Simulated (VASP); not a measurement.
Here is a VASP 6.6.1 calculation.

The input INCAR:

```
SYSTEM = Ta4NiO11
PREC = Accurate
ENCUT = 520
EDIFF = 1E-7
ISMEAR = -1
SIGMA = 0.05
LREAL = .FALSE.
LASPH = .TRUE.
NELM = 120
ALGO = Normal
ISIF = 2
LWAVE = .FALSE.
LCHARG = .TRUE.
ISPIN = 2
MAGMOM = 0 0 0 0 1 0 0 0 0 0 0 0 0 0 0 0
LORBIT = 11
LMAXMIX = 4
GGA = PE
LVHAR = .TRUE.
KPAR = 4
```

File KPOINTS:

```
regular mesh
0
G
  6 5 4
  0 0 0
```

Contents of POSCAR:

```
Ta4NiO11
1.0
    4.7708900000      0.0000000000      0.0051300000
    0.0000000000      5.8245400000      0.0000000000
   -1.9862800000      0.0000000000      7.2505100000
Ta Ni O
4 1 11
Direct
    0.6133900000      0.5000000000      0.7604200000
    0.3866100000      0.5000000000      0.2395800000
    0.1661500000      0.0000000000      0.7987500000
    0.8338500000      0.0000000000      0.2012500000
    0.5000000000      0.0000000000      0.5000000000
    0.3327800000      0.7991300000      0.6505300000
    0.6672200000      0.7991300000      0.3494700000
    0.9004700000      0.2578600000      0.8071800000
    0.0995300000      0.2578600000      0.1928200000
    0.6672200000      0.2008700000      0.3494700000
    0.3327800000      0.2008700000      0.6505300000
    0.0995300000      0.7421400000      0.1928200000
    0.9004700000      0.7421400000      0.8071800000
    0.5000000000      0.5000000000      0.0000000000
    0.5000000000      0.0000000000      0.0000000000
    0.5000000000      0.5000000000      0.5000000000
```

Potentials or basis: VASP PAW PBE potentials, release 64 (Ta_pv, Ni, O).

Launch:

```sh
$ cat potpaw_PBE.64/Ta_pv/POTCAR potpaw_PBE.64/Ni/POTCAR potpaw_PBE.64/O/POTCAR > POTCAR
$ mpirun -np 4 vasp_std > vasp.out
```

(1) Estimate the band gap on the k mesh.

(2) Estimate the largest force.

## Answers

(1) 0.82 eV, indirect (least direct gap 0.87 eV).

(2) 0.127 eV/Å.

Caveat: spin-orbit coupling is left out, which moves the levels of the heavy elements; an odd mesh through Γ misses points on the zone boundary, where band edges often lie.
